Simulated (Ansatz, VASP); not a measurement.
# SbPt: VASP beside Ansatz

Wanted: the spread between two codes on one cell, functional and k mesh.

Calculated with Ansatz 0.2.0; plane waves, with VASP 6.6.1 beside it; single point at PBEsol.

The database entry behind the starting cell differs from later determinations by our own check (about 0.2 % short), so it need not match the best structure at ambient conditions.

### 1. The starting structure

Symmetry: P6_3/mmc, No. 194, hexagonal system. The conventional cell has a = 4.120 Å, b = 4.120 Å, c = 5.470 Å, α = 90.00°, β = 90.00°, γ = 120.00°. Nearest to Sb lie 6 Pt at 2.74 Å. Pt has 2 Pt at 2.73 Å and 6 Sb at 2.74 Å nearest. Farther neighbours are not listed.

Structure file:

```cif
data_structure
_symmetry_space_group_name_H-M 'P 1'
_symmetry_Int_Tables_number 1
_cell_length_a 4.1200
_cell_length_b 4.1200
_cell_length_c 5.4700
_cell_angle_alpha 90.000
_cell_angle_beta 90.000
_cell_angle_gamma 120.000
_cell_volume 80.41
loop_
_atom_site_label
_atom_site_type_symbol
_atom_site_fract_x
_atom_site_fract_y
_atom_site_fract_z
_atom_site_occupancy
Sb1 Sb 0.33333 0.66667 0.25000 1
Sb2 Sb 0.66667 0.33333 0.75000 1
Pt3 Pt 0.00000 0.00000 0.00000 1
Pt4 Pt 0.00000 0.00000 0.50000 1
```

### 2. Ansatz: single point, PBEsol

Ansatz runs on its default PAW (the set named soft_2) files.

With cell and atoms fixed, the geometry can't cause a difference; cores, projectors, grids and the points listed under the comparison can.

input.yaml

```yaml
crystal:
  lattice:
    - [4.12, 0.0, 0.0]
    - [-2.06, 3.5680246636, 0.0]
    - [0.0, 0.0, 5.47]
  atoms:
    - { symbol: Sb, position: [0.3333333333, 0.6666666667, 0.25] }
    - { symbol: Sb, position: [0.6666666667, 0.3333333333, 0.75] }
    - { symbol: Pt, position: [0.0, 0.0, 0.0] }
    - { symbol: Pt, position: [0.0, 0.0, 0.5] }
hamiltonian:
  xc: pbesol
  pseudopotentials: { kind: paw }
kpoints:
  mp_grid: { grid: [9, 9, 6] }
scf:
  occupations: { method: fermi_dirac, width: 0.05 }
  n_extra_bands: 5
output:
  forces: true
  stress: true
  eigenvalues: true
  write_density: true
  write_potential: true
  elf: true
  volumetric_format: npy
```

On the command line:

```bash
> ansatz run input.yaml --threads 2 --pin off --max-ram 4608MiB --backend cpu --events-out ev --progress --plain --runs-dir out
```

Numbers of over 12 decimals in the logs are rounded to 6 here.

The program printed:

```text
scf.n_extra_bands = 5 over 33 filled bands (N_el = 66.0): the run solves 38 bands
Engine: ansatz 0.2.0, aarch64-unknown-linux-gnu
Pseudopotentials: kind: paw
Pseudopotential: Sb, paw, valence charge 15, recommended cutoff 420 eV (normal), Sb.paw.azcp
Pseudopotential: Pt, paw, valence charge 18, recommended cutoff 420 eV (normal), Pt.paw.azcp
Functional definition: PBEsol
  exchange = pbesol_x
  correlation = pbesol_c
Crystal: 4 atoms, lattice volume = 80.410 Å³
Basis set: ecut = 420 eV, 1567 PW (Γ), exchange–correlation on 60×60×80 points (8 copies of the dense FFT grid, shifted against one another)
Bands: 38, of which v1, the nominal top of the filled ones, is band 33 counted from 1 (32 counted from 0)
Symmetry: 24 space group operations
Space group: P63/mmc (ITA 194), of the structure as read, at distance tolerance 4.3e-5 Å
k-points: 48 of 486
Non-local potential: Sb, projectors of the file, l = 0: 2, l = 1: 2, l = 2: 2, l = 3: 2
Non-local potential: Pt, projectors of the file, l = 0: 3, l = 1: 2, l = 2: 2, l = 3: 1
PAW form: soft (Blöchl's): semilocal exchange-correlation on the pseudo side does not see the compensation charge
PAW frozen core: Sb, regenerated for the run's functional, and the local potential with it (the file was generated under x = pbe(κ = 0.804, μ = 0.219515), c = pbe(β = 0.066725))
PAW frozen core: Pt, regenerated for the run's functional, and the local potential with it (the file was generated under x = pbe(κ = 0.804, μ = 0.219515), c = pbe(β = 0.066725))
PAW one-centre angular grid: Sb, 590 points (default); XC on 64 Gauss nodes
PAW one-centre angular grid: Pt, 590 points (default); XC on 64 Gauss nodes
Initial density: superposition of atomic densities (neutral atoms: chi_scale 0, normalization atom), corrected by the library's trained network
Initial wavefunctions: pseudopotential atomic-orbital guess
Functional: x = pbesol(κ = 0.804, μ = 0.123457), c = pbesol(β = 0.046)
SCF iter   1: F=—  HF=-37585.446041 eV  |F-HF|=—  |Δ(HF+E_count)|=         —  Δρ=5.17e-3  dr2=1.49e-2  ethr=1.77e-3  ⟨swp⟩=6.2  Hψ=7025  notcnv=0
preconditioner: auto → LDOS  [metal: Δε(μ)=0.079 eV  Ē_g=17.485 eV  σ=0.050 eV  W_gap=0.36  n_scr=22 (ndim 8)  ℏωp=29.3 eV  f_vac=0.013  D(μ)=1.78/eV (n_scr^D=8)  β→1.0]
SCF iter   2: F=—  HF=-37585.445040 eV  |F-HF|=—  |Δ(HF+E_count)|=   1.00e-3  Δρ=2.76e-3  dr2=5.88e-3  ethr=2.26e-5  ⟨swp⟩=2.0  Hψ=3882  notcnv=0  defer=9
SCF iter   3: F=—  HF=-37585.442879 eV  |F-HF|=—  |Δ(HF+E_count)|=   2.16e-3  Δρ=3.60e-4  dr2=6.00e-5  ethr=8.90e-6  ⟨swp⟩=2.1  Hψ=3158  notcnv=0  defer=9
SCF iter   4: F=—  HF=-37585.442877 eV  |F-HF|=—  |Δ(HF+E_count)|=   2.36e-6  Δρ=4.29e-5  dr2=5.79e-7  ethr=9.10e-8  ⟨swp⟩=2.0  Hψ=3298  notcnv=0  defer=9
iter 5 did not close the SCF: its close was put off for the readings that it lacked (scf_convergence_deferred on its scf_iter line)
SCF iter   5: F=-37585.442877 eV  HF=-37585.442877 eV  |F-HF|=2.13e-8  |Δ(HF+E_count)|=   7.75e-8  Δρ=7.69e-6  dr2=3.22e-8  ethr=8.78e-10  ⟨swp⟩=2.0  Hψ=3314  notcnv=0  defer=9
SCF iter   6: F=-37585.442877 eV  HF=-37585.442877 eV  |F-HF|=5.24e-10  |Δ(HF+E_count)|=   5.85e-9  Δρ=1.86e-6  dr2=7.84e-10  ethr=4.88e-11  ⟨swp⟩=6.5  Hψ=11270  notcnv=0
SCF 1 converged in 6 iterations: F = -37585.442877 eV  dr2 = 7.84e-10
  greatest PAW one-centre occupation: 1.000 electrons in one spin orbital (limit 2), on the Pt atom at site 3 (counted from 0), in its partial waves of l = 0
SCF converged after 6 iterations
Free energy (F): -37585.442877 eV
Harris-Foulkes:  -37585.442877 eV  (|F-HF|=5.24e-10)
Internal energy: -37585.428258 eV  (E = F + TS)
E sigma→0 (E₀):  -37585.435567 eV
Entropy (-TS):   -0.014620 eV (-3.655 meV/atom)
Fermi energy:    16.782486 eV
--- Per-component energies (eV) ---
  E_band       = -658.029924
  E_kinetic    = 1699.910253
  E_local      = -6652.035664  (includes V_loc(G=0)·N_el)
  E_nonlocal   = 1137.840800
  E_hartree    = 2768.954876
  E_xc         = -799.231062
  E_vxc        = -802.935827  (∫ρ·V_xc dr)
  E_paw        = -27636.932452  (= ΣΔE_a)
  E_vpaw       = -1578.719606  (= ΣTr[D̂ρ^β])
  E_aug_tail   = 0.000380  (compensation charges beyond the density's cutoff)
  E_ewald      = -8105.173064
  E_core_change = 1.237676  (= ΣΔE_core)
  E_smearing   = -0.014620  (= −TS)
  E_closure    = 0.000000  (closes the sum)
  Σ components = -37585.442877   (vs F -37585.442877, Δ=0.00e0)
--- Forces (eV/Å), atoms counted from 1 ---
  atom   1  Sb    -0.00000000     0.00000000     0.00000000
  atom   2  Sb     0.00000000    -0.00000000     0.00000000
  atom   3  Pt    -0.00000000     0.00000000     0.00000000
  atom   4  Pt    -0.00000000     0.00000000    -0.00000000
  max |Σ_I F_I| component: 9.25e-18 eV/Å
--- Stress (GPa, compression-positive) ---
        3.827080       0.000000       0.000000
        0.000000       3.827080       0.000000
        0.000000       0.000000       2.956674
  P = ⅓ Tr σ = 3.5369 GPa (35.369 kbar)
--- Band table (eV; the first three rows and the last of 48) ---
  k-point 0: bands = [... 29 lower, 14.5836, 16.7025, 16.7025, 17.5391, 19.1419, 19.1582, 20.4585, 20.4585, ... 1 higher]
  k-point 1: bands = [... 29 lower, 14.2247, 16.7857, 17.2155, 17.2155, 18.1914, 19.7604, 20.3328, 20.3328, ... 1 higher]
  k-point 2: bands = [... 29 lower, 13.6260, 15.7029, 16.7300, 18.2009, 18.2009, 19.9193, 19.9193, 20.7920, ... 1 higher]
  k-point 47: bands = [... 29 lower, 13.2544, 14.5981, 14.5981, 14.9923, 14.9923, 21.0772, 21.0772, 22.4895, ... 1 higher]
```

Wall time 8.2 s (2 threads of Arm Neoverse N1, shared host); peak memory 0.42 GiB.

The run ends at a pressure of 3.54 GPa.

### 3. VASP: single point, PBEsol

The same cell, functional, mesh and smearing now go to VASP, with its own data sets and cutoff.

Lines of VASP's logs that name or quote its potential files are left out, and so is its time.

run.py

```python
import numpy as np
from ase.calculators.vasp import Vasp
from ase.io import read
from ase.dft.bandgap import bandgap

atoms = read('SbPt.xyz')

calc = Vasp(
    xc='pbesol',
    pp='PBE',
    prec='Accurate',
    encut=400,
    ediff=1e-06,
    nelm=100,
    ismear=-1,
    sigma=0.05,
    lreal=False,
    algo='Normal',
    nbands=21,
    lasph=True,
    lorbit=11,
    lwave=False,
    lcharg=False,
    kpar=4,
    isif=2,
    pp_version='64',
    setups={'Sb': '', 'Pt': ''},
    kpts=(9, 9, 6),
    gamma=True,
    txt='vasp.out',
)
atoms.calc = calc

print("energy (eV):", round(atoms.get_potential_energy(), 6))
print("Fermi level (eV):", round(calc.get_fermi_level(), 4))
print("forces (eV/A):")
print(np.round(atoms.get_forces(), 4))
print("stress (GPa, Voigt, tension positive):", np.round(atoms.get_stress() * 160.21766, 3))
gap, p1, p2 = bandgap(calc, direct=False)
print("gap on the mesh (eV):", round(gap, 4))
```

SbPt.xyz

```xyz
4
Lattice="4.1200000000 0.0000000000 0.0000000000 -2.0600000000 3.5680246636 0.0000000000 0.0000000000 0.0000000000 5.4700000000" Properties=species:S:1:pos:R:3 pbc="T T T"
Sb    -0.0000000002      2.3786831092      1.3675000000
Sb     2.0600000002      1.1893415544      4.1025000000
Pt     0.0000000000      0.0000000000      0.0000000000
Pt     0.0000000000      0.0000000000      2.7350000000
```

Potentials, in the order of the species: Sb and Pt (PBE family, release 64).

On the command line:

```bash
> export ASE_VASP_COMMAND="mpirun -np 4 vasp_std"
> python run.py
```

The program printed:

```text
energy (eV): -24.724652
Fermi level (eV): 10.1449
forces (eV/A):
[[ 0.  0.  0.]
 [-0.  0.  0.]
 [ 0.  0.  0.]
 [ 0.  0.  0.]]
stress (GPa, Voigt, tension positive): [-3.63  -3.63  -2.733 -0.    -0.    -0.   ]
gap on the mesh (eV): 0.0
```

The INCAR that ASE wrote:

```
ENCUT = 400.000000
SIGMA = 0.050000
EDIFF = 1.00e-06
ALGO = Normal
GGA = PS
PREC = Accurate
ISIF = 2
ISMEAR = -1
KPAR = 4
LORBIT = 11
NBANDS = 21
NELM = 100
LASPH = .TRUE.
LCHARG = .FALSE.
LWAVE = .FALSE.
LREAL = .FALSE.
```

The KPOINTS that ASE wrote:

```
KPOINTS created by Atomic Simulation Environment
0
Gamma
9 9 6
0 0 0
```

Parts of OUTCAR (step 3):

```text
ion  position               nearest neighbor table
   1  0.333  0.667  0.250-   3 2.74   4 2.74   3 2.74   4 2.74   3 2.74   4 2.74   2 3.62   2 3.62
                             2 3.62   2 3.62   2 3.62   2 3.62
   2  0.667  0.333  0.750-   3 2.74   4 2.74   3 2.74   4 2.74   3 2.74   4 2.74   1 3.62   1 3.62
                             1 3.62   1 3.62   1 3.62   1 3.62
   3  0.000  0.000  0.000-   4 2.73   4 2.73   1 2.74   2 2.74   2 2.74   1 2.74   2 2.74   1 2.74

  LATTYP: Found a hexagonal cell.
 ALAT       =     4.1200000000
 C/A-ratio  =     1.3276699029

 Subroutine GETGRP returns: Found 24 space group operations
 (whereof 12 operations were pure point group operations)

The static configuration has the point symmetry D_3d.
 The point group associated with its full space group is D_6h.

 Found     48 irreducible k-points:

   k-points           NKPTS =     48   k-points in BZ     NKDIM =     48   number of bands    NBANDS=     21

   dimension x,y,z NGX =    28 NGY =   28 NGZ =   36
   dimension x,y,z NGXF=    56 NGYF=   56 NGZF=   72

   ENCUT  =  400.0 eV  29.40 Ry    5.42 a.u.   6.72  6.72  8.92*2*pi/ulx,y,z

   NELECT =      30.0000    total number of electrons

 k-points in reciprocal lattice and weights: KPOINTS created by Atomic Simulation Env
   0.00000000  0.00000000  0.00000000       0.002
   0.11111111  0.00000000  0.00000000       0.012
   0.22222222  0.00000000  0.00000000       0.012
   0.33333333  0.00000000  0.00000000       0.012
   0.44444444  0.00000000  0.00000000       0.012
   0.11111111  0.11111111  0.00000000       0.012
   0.22222222  0.11111111  0.00000000       0.025
   0.33333333  0.11111111  0.00000000       0.025
   0.44444444  0.11111111  0.00000000       0.012
[...]
0.33333333  0.22222222  0.50000000       0.025
   0.33333333  0.33333333  0.50000000       0.004

 average (electrostatic) potential at core
       1 -82.8942       2 -82.8942       3 -64.1053       4 -64.1053

 E-fermi :  10.1449

 k-point     1 :       0.0000    0.0000    0.0000
  band No.  band energies     occupation
    ...
     10       6.4924      2.00000
     11       7.9458      2.00000
     12       7.9458      2.00000
     13      10.0622      1.67892
     14      10.0622      1.67892
     15      10.8974      0.00000
     16      12.5083      0.00000
     17      12.5134      0.00000
     18      13.8199      0.00000
     19      13.8199      0.00000
    ...

 k-point     2 :       0.1111    0.0000    0.0000
  band No.  band energies     occupation
    ...
     10       6.5470      2.00000
     11       7.9195      2.00000
     12       7.9468      2.00000
     13       9.1186      2.00000
     14       9.8208      1.99695
     15      10.7933      0.00000
     16      12.1115      0.00000
     17      12.6690      0.00000
     18      13.6425      0.00000
     19      13.9969      0.00000
    ...

 k-point     3 :       0.2222    0.0000    0.0000
  band No.  band energies     occupation
    ...
     10       6.6907      2.00000
     11       7.7429      2.00000
     12       7.8631      2.00000
     13       7.9507      2.00000
     14       9.1322      2.00000
     15      10.3697      0.02205
     16      11.2849      0.00000
     17      12.7246      0.00000
     18      13.7529      0.00000
     19      13.9655      0.00000
    ...

  Total        1.8216396      1.8216396      1.3714627     -0.0000000      0.0000000      0.0000000
  in kB       36.2961567     36.2961567     27.3263861     -0.0000000      0.0000000      0.0000000
  external PRESSURE =      33.3062332 kB  Pullay stress =       0.0000000 kB

  energy-cutoff  :      400.00
  volume of cell :       80.41
      direct lattice vectors                 reciprocal lattice vectors
     4.120000000  0.000000000  0.000000000     0.242718447  0.140133560  0.000000000
    -2.060000000  3.568024664  0.000000000     0.000000000  0.280267121  0.000000000
     0.000000000  0.000000000  5.470000000     0.000000000  0.000000000  0.182815356

 POSITION                                       TOTAL-FORCE (eV/Angst)
 -----------------------------------------------------------------------------------
     -0.00000      2.37868      1.36750         0.000000      0.000000      0.000000
      2.06000      1.18934      4.10250        -0.000000      0.000000      0.000000
      0.00000      0.00000      0.00000         0.000000      0.000000      0.000000
      0.00000      0.00000      2.73500         0.000000      0.000000      0.000000
 -----------------------------------------------------------------------------------
    total drift:                                0.000000     -0.000000      0.000000

  FREE ENERGIE OF THE ION-ELECTRON SYSTEM (eV)
  ---------------------------------------------------
  free  energy   TOTEN  =       -24.7320034218 eV

  energy  without entropy=      -24.7173002506  energy(sigma->0) =      -24.72465184

 total charge
# of ion       s       p       d       tot
------------------------------------------
    1        1.149   1.160   0.081   2.389
    2        1.149   1.160   0.081   2.389
    3        0.680   0.591   8.204   9.475
    4        0.680   0.591   8.204   9.475
--------------------------------------------------
tot          3.658   3.501  16.570  23.728

[... 3 further parts left out ...]
```

At this level the cell is under a pressure of 3.3 GPa, so at these settings it is away from equilibrium.

### 4. Side by side

Known differences besides the potentials themselves: the data sets hold 66 valence electrons in Ansatz (default PAW (the set named soft_2) files) and 30 in VASP; the cutoff is 420 eV in Ansatz and 400 eV in VASP; Ansatz makes its cores anew for this functional, VASP keeps those of its PBE data sets. Total energies have different zeros and are not compared.

Compared:

```csv
quantity,Ansatz,VASP,difference
pressure (GPa),3.54,3.33,+0.21
pressure without Ansatz's Pulay correction (GPa),3.47,3.33,+0.14
```

Ansatz's pressure holds a Pulay correction of 0.07 GPa; VASP's holds none.

### 5. Summary of results

* difference in pressure (single point, PBEsol): 0.21 GPa

**Reading.** The difference in pressure is 0.21 GPa (single point, PBEsol), within the 1 GPa picked in this series as the mark of a large difference. Such differences can come from data sets, numerical settings and the points named under the comparisons, not from the functional's error against experiment.

[Lines on the potential files, build, host, timing and source positions are cut from VASP's logs without a mark.]

[Logs are printed without paths, hosts, clocks, repeated set-up lines and the standing remarks that a program may print on its own settings, such as how far it seeks lower states.]

[Hosts, paths, dates, database ids (printed as entryN), source tags and the programs' standing remarks are cut or masked in the printed files.]
